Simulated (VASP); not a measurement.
Consider the following.

```
CELL_PARAMETERS angstrom
      0.00000     2.78813     2.78813
      2.78813     0.00000     2.78813
      2.78813     2.78813     0.00000
ATOMIC_POSITIONS crystal
  Si 0.00000 0.00000 0.00000
  Si 0.25000 0.25000 0.25000
```

These are optB88-vdW, VASP's PBE PAW potentials (set 64) (plane waves; VASP) values and carry that method's errors. Run with 520 eV cut-off, 8×8×8 Γ-centred mesh, Gaussian smearing of 0.050 eV, potentials Si.

Question: The job: Si (diamond), 2 atoms, optB88-vdW, static run, 520 eV, 8×8×8 Γ-centred mesh. Roughly how much core time does it take on a busy server core?

Answer: About 20 core-seconds (one run on a shared machine, a rough figure). It had 29 irreducible k-points, 8 bands, up to 1211 plane waves and 12 electronic steps.

The compound is Si in the diamond structure. This cell is one point of a volume scan, at 1.06 of the reference volume.
